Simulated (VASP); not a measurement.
Computed with LDA (Ceperley-Alder, Perdew-Zunger), VASP's LDA PAW potentials (set 64) (plane waves; VASP).

VASP input:

**POSCAR**
```
ZrB2
1
    1.5670236369    -2.7141650098     0.0000000000
    1.5670236369     2.7141650098     0.0000000000
    0.0000000000     0.0000000000     3.4939325552
Zr B
1 2
Direct
  0.0000000000   0.0000000000   0.0000000000
  0.3333330000   0.6666670000   0.5000000000
  0.6666670000   0.3333330000   0.5000000000
```

### INCAR
```
SYSTEM = ZrB2
PREC = Accurate; ENCUT = 620; LREAL = .FALSE.
LASPH = .TRUE.
EDIFF = 1E-6; NELM = 100; ALGO = Normal
LMAXMIX = 4
ISMEAR = 1; SIGMA = 0.1
IBRION = 2; NSW = 40; ISIF = 3
EDIFFG = -0.02
LWAVE = .FALSE.; LCHARG = .FALSE.
```

**KPOINTS**
```
K-points
0
gamma
11 11 9
0 0 0
```

POTCAR, in this order: Zr_sv B (LDA.64 set). Program: vasp_std.

Output of the run:

File OUTCAR:
```
 ion  position               nearest neighbor table
   1  0.000  0.000  0.000-   2 2.52   3 2.52   2 2.52   3 2.52   3 2.52   3 2.52   2 2.52   2 2.52
                             3 2.52   3 2.52   2 2.52   2 2.52
   2  0.333  0.667  0.500-   3 1.81   3 1.81   3 1.81   1 2.52   1 2.52   1 2.52   1 2.52   1 2.52
                             1 2.52
   3  0.667  0.333  0.500-   2 1.81   2 1.81   2 1.81   1 2.52   1 2.52   1 2.52   1 2.52   1 2.52
                             1 2.52
  LATTYP: Found a hexagonal cell.
 ALAT       =     3.1340476670
 C/A-ratio  =     1.1148307002
 Subroutine PRICEL returns:
 Original cell was already a primitive cell.
 Subroutine GETGRP returns: Found 24 space group operations
The static configuration has the point symmetry D_6h.
The dynamic configuration has the point symmetry D_6h.
 Subroutine INISYM returns: Found 24 space group operations
 Subroutine IBZKPT returns following result:
 Found     80 irreducible k-points:

 Following reciprocal coordinates:
            Coordinates               Weight
  0.000000  0.000000  0.000000      1.000000
  0.090909  0.000000  0.000000      6.000000
  0.181818  0.000000  0.000000      6.000000
  0.272727 -0.000000  0.000000      6.000000
...
```

**OSZICAR**
```
       N       E                     dE             d eps       ncg     rms          rms(c)
DAV:   1     0.128013957676E+03    0.12801E+03   -0.10972E+04  2080   0.159E+03
DAV:   2    -0.235866135496E+02   -0.15160E+03   -0.14706E+03  2413   0.368E+02
DAV:   3    -0.301690611741E+02   -0.65824E+01   -0.64848E+01  3265   0.664E+01
DAV:   4    -0.303295196843E+02   -0.16046E+00   -0.16040E+00  2762   0.957E+00
DAV:   5    -0.303322792561E+02   -0.27596E-02   -0.27595E-02  3124   0.112E+00    0.233E+01
DAV:   6    -0.275357452695E+02    0.27965E+01   -0.81366E+00  2513   0.206E+01    0.952E+00
DAV:   7    -0.274923924728E+02    0.43353E-01   -0.92715E-01  3217   0.635E+00    0.343E+00
DAV:   8    -0.274905010487E+02    0.18914E-02   -0.11004E-01  2460   0.319E+00    0.821E-01
DAV:   9    -0.274871198327E+02    0.33812E-02   -0.18066E-02  2614   0.115E+00    0.120E-01
DAV:  10    -0.274870624763E+02    0.57356E-04   -0.80918E-04  2701   0.259E-01    0.450E-02
DAV:  11    -0.274870687384E+02   -0.62621E-05   -0.25663E-05  2752   0.548E-02    0.162E-02
DAV:  12    -0.274870678808E+02    0.85762E-06   -0.27576E-06  2187   0.186E-02
   1 F= -.27487068E+02 E0= -.27487081E+02  d E =-.274871E+02
```

OUTCAR:
```
------------------------ aborting loop because EDIFF is reached ----------------------------------------
  FORCE on cell =-STRESS in cart. coord.  units (eV):
  Direction    XX          YY          ZZ          XY          YZ          ZX
  --------------------------------------------------------------------------------------
  Total        0.0017216      0.0017216     -0.0480892      0.0000000      0.0000000     -0.0000000
  in kB        0.0928073      0.0928073     -2.5923971      0.0000000      0.0000000     -0.0000000
  external PRESSURE =      -0.8022608 kB  Pullay stress =       0.0000000 kB
  volume of cell :       29.72
      direct lattice vectors                 reciprocal lattice vectors
     1.567023637 -2.714165010  0.000000000     0.319076234 -0.184218719  0.000000000
     1.567023637  2.714165010  0.000000000     0.319076234  0.184218719  0.000000000
     0.000000000  0.000000000  3.493932555     0.000000000  0.000000000  0.286210447
 POSITION                                       TOTAL-FORCE (eV/Angst)
 -----------------------------------------------------------------------------------
      0.00000      0.00000      0.00000        -0.000000      0.000000      0.000000
      1.56702      0.90472      1.74697        -0.000000     -0.000000      0.000000
      1.56702     -0.90472      1.74697         0.000000     -0.000000     -0.000000
 -----------------------------------------------------------------------------------
    total drift:                                0.000000      0.000000      0.000000
  FREE ENERGIE OF THE ION-ELECTRON SYSTEM (eV)
  ---------------------------------------------------
  free  energy   TOTEN  =       -27.4870678808 eV

  energy  without entropy=      -27.4871084736  energy(sigma->0) =      -27.48708141

 reached required accuracy - stopping structural energy minimisation
```
(Selected blocks of OUTCAR.)

The compound is ZrB2 in the AlB2 type structure. It was relaxed first.
